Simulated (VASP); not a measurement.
A VASP calculation is set up with these files.

File POSCAR:
```
HfN
1
   -0.0000000000     2.2579180586     2.2579180586
    2.2579180586     0.0000000000     2.2579180586
    2.2579180586     2.2579180586    -0.0000000000
Hf N
1 1
Direct
  0.0000000000   0.0000000000   0.0000000000
  0.5000000000   0.5000000000   0.5000000000
```

**KPOINTS**
```
Automatic mesh
0
Gamma
16 16 16
0 0 0
```

**INCAR**
```
# general
SYSTEM   = HfN
PREC     = Accurate
ENCUT    = 520
LREAL    = .FALSE.
LASPH    = .TRUE.

# electronic loop
EDIFF    = 1E-7
NELM     = 100
ALGO     = Normal
LMAXMIX  = 6

# smearing
ISMEAR   = -5

# functional
GGA      = MK
LUSE_VDW = .TRUE.
AGGAC    = 0.0
PARAM1   = 0.1234568
PARAM2   = 0.7114
ZAB_VDW  = -1.8867

# ions
ISIF     = 2

# output
LWAVE    = .FALSE.
LCHARG   = .TRUE.
LORBIT   = 11
NEDOS    = 601
```

POTCAR, in this order: Hf_pv N (PBE.64 set). Program: vasp_std.

Q: Translate this rev-vdW-DF2 calculation to Quantum ESPRESSO's pw.x.

A: One equivalent input (not run):
```
&CONTROL
  calculation = 'scf'
  pseudo_dir = './pseudo'
  outdir = './out'
  tprnfor = .true.
  tstress = .true.
/
&SYSTEM
  ibrav = 0
  nat = 2
  ntyp = 2
  ecutwfc = 84
  occupations = 'tetrahedra'
  input_dft = 'vdw-df2-b86r'
/
&ELECTRONS
  conv_thr = 7.3e-09
  electron_maxstep = 100
/
ATOMIC_SPECIES
  Hf 178.490 Hf.upf
  N 14.007 N.upf
CELL_PARAMETERS angstrom
    -0.0000000    2.2579181    2.2579181
     2.2579181    0.0000000    2.2579181
     2.2579181    2.2579181   -0.0000000
ATOMIC_POSITIONS crystal
  Hf   0.0000000  0.0000000  0.0000000
  N    0.5000000  0.5000000  0.5000000
K_POINTS automatic
  16 16 16 0 0 0
```
What does not carry over: the potentials are each code's own (VASP's PAW set, PseudoDojo norm-conserving files in pw.x), so ENCUT and ecutwfc are chosen apart and not converted; conv_thr bounds pw.x's estimated SCF error, while EDIFF bounds the energy change between steps.

The compound is HfN in the rock salt structure. It was relaxed first.
